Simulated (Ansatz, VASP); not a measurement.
ScZn in VASP and in Ansatz

```
Sc Zn
1.0
     3.25702    0.00000    0.00000
     0.00000    3.25702    0.00000
     0.00000    0.00000    3.25702
Sc Zn
1 1
Direct
  0.00000 0.00000 0.00000
  0.50000 0.50000 0.50000
```

Alike in both runs: functional LDA; k mesh 12 × 12 × 12; occupations gaussian, width 0.1 eV; no spin polarisation.

Ansatz relaxed the structure, and its values are those at the end. VASP's run is a single point on that final structure, the one shown.

|  | VASP | Ansatz |
| --- | --- | --- |
| version | VASP 6.6.1 | Ansatz 0.2.0 |
| potentials or method | VASP PAW LDA potentials, release 64 (Sc_sv, Zn) | scalar-relativistic, plane waves, PAW |
| plane-wave cutoff (eV) | 520 | 420 |
| valence electrons in the cell | 23 | 23 |

Ansatz gave:

```
gap on the k mesh at the Fermi level (eV) : none
pressure (GPa)                            : 0.0
```

Task: Estimate VASP's values.

Result: gap on the k mesh at the Fermi level (eV): none; pressure (GPa): 0.3.

A gap of «none» marks a metal or a gap that the smearing closes.
